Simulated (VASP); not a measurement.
```
CELL_PARAMETERS angstrom
      0.00000     1.81065     1.81065
      1.81065     0.00000     1.81065
      1.81065     1.81065     0.00000
ATOMIC_POSITIONS crystal
  Ni 0.00000 0.00000 0.00000
```
Starting moments (μB, in the order of the record's atoms Ni): 0.6.

Calculation: RPBE GGA, VASP's PBE PAW potentials (set 64) (plane waves; VASP). Settings: 520 eV cut-off, 18×18×18 Γ-centred mesh, first-order Methfessel-Paxton smearing of 0.10 eV, potentials Ni.

Give the stress tensor in GPa (positive for a compressed cell).

```
-8.87   0.00   0.00
 0.00  -8.87   0.00
 0.00   0.00  -8.87
```
The pressure is its mean diagonal, -8.87 GPa.

The compound is Ni in the fcc structure. This cell is one point of a volume scan, at 1.06 of the reference volume.
